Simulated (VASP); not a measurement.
VASP runs on TiTe2 share one base input (PBE GGA, plane waves, VASP's PBE PAW potentials (set 64)) and change the settings named in each case.

**KPOINTS**
```
Automatic mesh
0
Gamma
5 5 1
0 0 0
```

INCAR:
```
ALGO=Normal
EDIFF=1E-6
ENCUT=300
GGA=PE
ISIF=2
ISMEAR=0
LASPH=.True.
LCHARG=.False.
LMAXMIX=4
LREAL=.False.
LWAVE=.False.
NELM=100
PREC=Accurate
SIGMA=0.1
SYSTEM=TiTe2
```

**POSCAR**
```
TiTe2
1.0
  3.8770170000   0.0000000000   0.0000000000
 -1.9385090000   3.3575950000   0.0000000000
  0.0000000000   0.0000000000  17.1706300000
Ti Te
1 2
Cart
  0.0000000000   0.0000000000   8.5853150000
 -0.0000022718   2.2383977859  10.1706277560
  1.9385102718   1.1191972141   7.0000022440
```

POTCAR, in this order: Ti_sv Te (PBE.64 set). Program: vasp_std.

```json
[
 {"change": "base run", "E(σ→0) (eV/atom)": "-5.3425", "largest force (eV/Å)": "0.912", "−TS (eV)": "-0.0124"},
 {"change": "GGA removed, POTCAR Ti_sv Te (LDA.64 set)", "E(σ→0) (eV/atom)": "-5.9524", "largest force (eV/Å)": "0.353", "−TS (eV)": "-0.0124"},
 {"change": "GGA_COMPAT = .FALSE., LNONCOLLINEAR = .TRUE., LSORBIT = .TRUE., MAGMOM = 0.0 0.0 0.0 0.0 0.0 0.0 0.0 0.0 0.0, program vasp_ncl", "E(σ→0) (eV/atom)": "-5.4141", "largest force (eV/Å)": "0.901", "−TS (eV)": "-0.0124"},
 {"change": "KPOINTS 7×7×1 Γ-centred mesh", "E(σ→0) (eV/atom)": "-5.3511", "largest force (eV/Å)": "0.871", "−TS (eV)": "-0.0071"}
]
```
 Energies of different potentials or functionals have different zeros.  The cell holds a wide vacuum, so values per volume refer to the whole cell. Unless said otherwise, spin-orbit coupling is left out, though it shifts the bands of the heavy elements here.

Left out are runs that ran out of time, are held back, or changed the cell or the kind of run, fixed moments of cells without a moment, rows past the twelfth, gaps on odd meshes, pressures of charged cells and columns that move by less than the noise.

The cell is a sheet or thin cut with vacuum, built from a generated structure.
